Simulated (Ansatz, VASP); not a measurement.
**Two plane-wave programs on WAu**

File INCAR:

```
PREC     = Accurate       # precision mode
ENCUT    = 600            # plane-wave cutoff, eV
EDIFF    = 1E-6           # SCF threshold, eV
ISMEAR   = -1             # smearing method
SIGMA    = 0.05           # smearing width, eV
LREAL    = False          # projectors in reciprocal space
LASPH    = True           # aspherical terms in the spheres
NELM     = 80             # most SCF steps
ALGO     = Normal         # electronic algorithm
ISIF     = 3              # what is computed and relaxed
LWAVE    = False          # write WAVECAR
LCHARG   = False          # write CHGCAR
GGA      = PE             # functional
IBRION   = 2              # ionic algorithm
NSW      = 40             # ionic steps
EDIFFG   = -0.01          # ionic threshold
```

The input KPOINTS:

```
Automatic mesh
0
Gamma
  8 8 8
```

File POSCAR:

```
WAu
1.0
    0.0000000000      2.7479792600      2.7479792600
    2.7479792600      0.0000000000      2.7479792600
    2.7479792600      2.7479792600      0.0000000000
W Au
1 1
Direct
    0.0000000000      0.0000000000      0.0000000000
    0.7500000000      0.7500000000      0.7500000000
```

File input.yaml:

```yaml
crystal:
  lattice:
    - [0.0, 2.74797926, 2.74797926]
    - [2.74797926, 0.0, 2.74797926]
    - [2.74797926, 2.74797926, 0.0]
  atoms:
    - { symbol: W, position: [0.0, 0.0, 0.0] }
    - { symbol: Au, position: [0.75, 0.75, 0.75] }
hamiltonian:
  xc: pbe
  pseudopotentials: { kind: paw }
kpoints:
  mp_grid: { grid: [8, 8, 8] }
scf:
  occupations: { method: fermi_dirac, width: 0.05 }
output:
  forces: true
  stress: true
  eigenvalues: true
relax:
  f_tol: 0.01
  max_steps: 40
  cell: { stress_tol: 0.05 }
```

The cell was built by a generator and needn't be a form met in nature.

Alike in both runs: task relaxation of cell and atoms; functional PBE; k mesh 8 × 8 × 8; occupations fermi-dirac, width 0.05 eV; no spin polarisation.

|  | VASP | Ansatz |
| --- | --- | --- |
| version | VASP 6.6.1 | Ansatz 0.2.0 |
| potentials or method | VASP PAW PBE potentials, release 54 (W_sv, Au) | Ansatz PAW |
| plane-wave cutoff (eV) | 600 | 420 |
| valence electrons in the cell | 25 | 33 |

Ansatz gave:

- gap on the k mesh at the Fermi level, each at its own relaxed structure (eV): none
- relaxed volume (Å³/atom): 24.63
- relaxed cell length with the largest relative difference (Å): 4.114
- energy change over the relaxation (meV/atom): -335

Question: Which values does VASP return?

Answer: gap on the k mesh at the Fermi level, each at its own relaxed structure (eV): none; relaxed volume (Å³/atom): 24.65; relaxed cell length with the largest relative difference (Å): 4.116; energy change over the relaxation (meV/atom): -340.

A gap of «none» marks a metal or a gap that the smearing closes. The two sets of potentials don't hold the same shells in valence.

Caveats: the volume moved by over 15 % at a fixed basis, so the end points are rough; the plane-wave basis is chosen anew once the cell has moved, so the energies of steps on either side of that aren't comparable (Ansatz). Spin-orbit coupling is left out, which matters for the levels of Au, W.
